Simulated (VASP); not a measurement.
VASP ran on this input.

INCAR:
```
! general
SYSTEM =InSe
PREC   =Accurate
ENCUT  =300   ! plane-wave cut-off (eV)
LREAL  =.FALSE.   ! projection in real space or not
LASPH  =.TRUE.   ! aspherical one-centre terms

! electronic loop
EDIFF  =1E-6   ! SCF stop (eV)
NELM   =100
ALGO   =Normal
LMAXMIX=4

! smearing
ISMEAR =-1
SIGMA  =0.01   ! width (eV)

! functional
GGA    =PS

! ions
ISIF   =2   ! forces and stress, cell fixed

! output
LWAVE  =.FALSE.
LCHARG =.FALSE.
```

KPOINTS:
```
Automatic mesh
0
Gamma
5 5 1
0 0 0
```

POSCAR:
```
InSe
1.0
  4.0473300000   0.0000000000   0.0000000000
 -2.0236650000   3.5050910000   0.0000000000
  0.0000000000   0.0000000000  18.0520600000
In Se
4 4
Cartesian
  0.0000000000   0.0000000000  10.4230789234
  0.0000000000   0.0000000000   7.6289810766
 -0.0000020237   2.3367285017  16.6550110766
 -0.0000020237   2.3367285017   1.3970489234
  2.0236670237   1.1683624983  15.3984071800
  2.0236670237   1.1683624983   2.6536528200
 -0.0000020237   2.3367285017  11.6800438612
 -0.0000020237   2.3367285017   6.3720161388
```

POTCAR, in this order: In_d Se (PBE.64 set). Program: vasp_std.

Question: Translate this PBEsol calculation to Quantum ESPRESSO's pw.x.

Answer: One equivalent input (not run):
```
&CONTROL
  calculation = 'scf'
  pseudo_dir = './pseudo'
  outdir = './out'
  tprnfor = .true.
  tstress = .true.
/
&SYSTEM
  ibrav = 0
  nat = 8
  ntyp = 2
  ecutwfc = 86
  occupations = 'smearing'
  smearing = 'fermi-dirac'
  degauss = 0.000735
  input_dft = 'pbesol'
/
&ELECTRONS
  conv_thr = 7.3e-08
  electron_maxstep = 100
/
ATOMIC_SPECIES
  In 114.818 In.upf
  Se 78.971 Se.upf
CELL_PARAMETERS angstrom
     4.0473300    0.0000000    0.0000000
    -2.0236650    3.5050910    0.0000000
     0.0000000    0.0000000   18.0520600
ATOMIC_POSITIONS crystal
  In   0.0000000  0.0000000  0.5773900
  In   0.0000000  0.0000000  0.4226100
  In   0.3333330  0.6666670  0.9226100
  In   0.3333330  0.6666670  0.0773900
  Se   0.6666670  0.3333330  0.8530000
  Se   0.6666670  0.3333330  0.1470000
  Se   0.3333330  0.6666670  0.6470200
  Se   0.3333330  0.6666670  0.3529800
K_POINTS automatic
  5 5 1 0 0 0
```
The two are equivalent in intent, not identical: the potentials are each code's own (VASP's PAW set, PseudoDojo norm-conserving files in pw.x), so ENCUT and ecutwfc are chosen apart and not converted; conv_thr bounds pw.x's estimated SCF error, while EDIFF bounds the energy change between steps.

The structure comes from a computed database's InSe entry (P-6m2); how it stands against other phases isn't given here. The cell was not relaxed at this level. The run is one of a series of settings (GGA = PS, POTCAR In_d Se (PBE.64 set) against the base run), some of them coarse on purpose.
